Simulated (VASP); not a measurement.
Computed with LDA (Ceperley-Alder, Perdew-Zunger), VASP's LDA PAW potentials (set 64) (plane waves; VASP 6.6.1).

The input files of a VASP run:

### KPOINTS
```
k-points along high-symmetry lines
12
Line-mode
Reciprocal
  0.000000   0.000000   0.000000 ! GAMMA
 -0.500000  -0.500000  -0.500000 ! T

 -0.500000  -0.500000  -0.500000 ! T
 -0.240257  -0.759743  -0.500000 ! H_2

  0.240257  -0.500000  -0.240257 ! H_0
 -0.000000  -0.500000   0.000000 ! L

 -0.000000  -0.500000   0.000000 ! L
  0.000000   0.000000   0.000000 ! GAMMA

  0.000000   0.000000   0.000000 ! GAMMA
  0.370129  -0.370129   0.000000 ! S_0

 -0.000000  -0.629871  -0.370129 ! S_2
  0.000000  -0.500000  -0.500000 ! F

  0.000000  -0.500000  -0.500000 ! F
  0.000000   0.000000   0.000000 ! GAMMA
```

### INCAR
```
SYSTEM  =  Bi
PREC  =  Accurate; ENCUT  =  520; LREAL  =  .False.
LASPH  =  .True.; ICHARG  =  11
EDIFF  =  1E-7; NELM  =  100; ALGO  =  Normal
LMAXMIX  =  4
ISMEAR  =  0; SIGMA  =  0.05
LWAVE  =  .False.; LCHARG  =  .False.; LORBIT  =  11
```

### POSCAR
```
Bi
1
    4.0455947581    -2.2477594119    -0.0233714402
    4.0455947581     2.2477594119    -0.0233714402
    2.8180681585     0.0000000000     3.6712800800
Bi
2
Direct
  0.2372456506   0.2372456506   0.2372456506
  0.7627543494   0.7627543494   0.7627543494
```

POTCAR, in this order: Bi_d (LDA.64 set). Program: vasp_std. Read from the step before: CHGCAR.

What VASP printed:

**OSZICAR**
```
       N       E                     dE             d eps       ncg     rms          rms(c)
DAV:   1     0.297550355098E+03    0.29755E+03   -0.16773E+04  3192   0.194E+03
DAV:   2     0.173073231519E+02   -0.28024E+03   -0.27533E+03  3201   0.459E+02
DAV:   3    -0.637479757918E+01   -0.23682E+02   -0.22966E+02  3724   0.155E+02
DAV:   4    -0.720726875996E+01   -0.83247E+00   -0.82759E+00  3738   0.313E+01
DAV:   5    -0.724572518986E+01   -0.38456E-01   -0.38454E-01  4398   0.613E+00
DAV:   6    -0.724659059294E+01   -0.86540E-03   -0.86540E-03  4358   0.826E-01
DAV:   7    -0.724661157097E+01   -0.20978E-04   -0.20979E-04  4401   0.110E-01
DAV:   8    -0.724661190398E+01   -0.33301E-06   -0.33267E-06  4339   0.157E-02
DAV:   9    -0.724661190931E+01   -0.53278E-08   -0.52442E-08  2460   0.230E-03
   1 F= -.72466119E+01 E0= -.72452510E+01  d E =-.272180E-02
```

File OUTCAR:
```
 val. band max:        6.5749232470   @ k =  -0.3583  -0.6417  -0.5000

 cond. band min:       6.5873549258   @ k =  -0.4528  -0.5472  -0.5000



 k-point     1 :       0.0000    0.0000    0.0000
  band No.  band energies     occupation
      1     -16.3054      2.00000
      2     -16.3054      2.00000
      3     -16.1339      2.00000
      4     -16.1339      2.00000
      5     -16.1227      2.00000
      6     -15.9248      2.00000
      7     -15.9161      2.00000
      8     -15.9161      2.00000
      9     -15.7797      2.00000
     10     -15.7797      2.00000
     11      -6.7307      2.00000
     12      -0.6721      2.00000
     13       5.0973      2.00000
     14       5.3258      2.00000
     15       5.3258      2.00000
     16       9.4282      0.00000
     17       9.7265      0.00000
     18       9.7265      0.00000
     19      12.2117      0.00000

 k-point     2 :      -0.0455   -0.0455   -0.0455
  band No.  band energies     occupation
      1     -16.3035      2.00000
      2     -16.3035      2.00000
      3     -16.1330      2.00000
      4     -16.1330      2.00000
      5     -16.1219      2.00000
      6     -15.9255      2.00000
      7     -15.9168      2.00000
      8     -15.9168      2.00000
      9     -15.7818      2.00000
     10     -15.7818      2.00000
     11      -6.7128      2.00000
     12      -0.7275      2.00000
     13       5.1213      2.00000
     14       5.3329      2.00000
     15       5.3329      2.00000
     16       9.3578      0.00000
     17       9.6609      0.00000
     18       9.6609      0.00000
     19      12.0217      0.00000

 k-point     3 :      -0.0909   -0.0909   -0.0909
  band No.  band energies     occupation
      1     -16.2978      2.00000
      2     -16.2978      2.00000
      3     -16.1305      2.00000
      4     -16.1305      2.00000
      5     -16.1194      2.00000
      6     -15.9279      2.00000
      7     -15.9190      2.00000
      8     -15.9190      2.00000
...
```

The density is held fixed in this step, so its total energy and stress have no physical meaning. Unless said otherwise, spin-orbit coupling is left out, though it shifts the bands of the heavy elements here.

The compound is Bi in the a7 structure. It was relaxed first, which changed the volume by -5 %.
